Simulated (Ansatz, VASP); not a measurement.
## TaNb3F2: VASP beside Ansatz

```
CELL_PARAMETERS angstrom
5.52385 0.00000 0.00000
-2.76192 4.78379 0.00000
0.00000 0.00000 3.50402
ATOMIC_POSITIONS crystal
Ta 0.00000 0.00000 0.00000
Nb 0.50000 0.00000 0.50000
Nb 0.50000 0.50000 0.50000
Nb 0.00000 0.50000 0.50000
F 0.33333 0.66667 0.00000
F 0.66667 0.33333 0.00000
```

Change from the starting cell: species swapped into the HfCo3B2 type (P6/mmm, No. 191).

Alike in both runs: functional PBE; k mesh 6 × 6 × 6; occupations gaussian, width 0.1 eV; no spin polarisation.

Ansatz relaxed the structure, and its values are those at the end. VASP's run is a single point on that final structure, the one shown.

|  | VASP | Ansatz |
| --- | --- | --- |
| version | VASP 6.6.1 | Ansatz 0.2.0 |
| potentials or method | VASP PAW PBE potentials, release 64 (Ta_pv, Nb_sv, F) | scalar-relativistic, plane waves, PAW |
| plane-wave cutoff (eV) | 520 | 420 |
| valence electrons in the cell | 64 | 66 |

Ansatz gave:

```
gap on the k mesh at the Fermi level (eV) : none
pressure (GPa)                            : 0.0
```

Estimate VASP's values.

gap on the k mesh at the Fermi level (eV): none; pressure (GPa): -0.3.

A gap of «none» marks a metal or a gap that the smearing closes. The functional is the same, so the differences come from potentials, cutoffs and numerics. The two sets of potentials don't hold the same shells in valence.

The runs have no spin-orbit coupling, so splittings on Ta are missing.
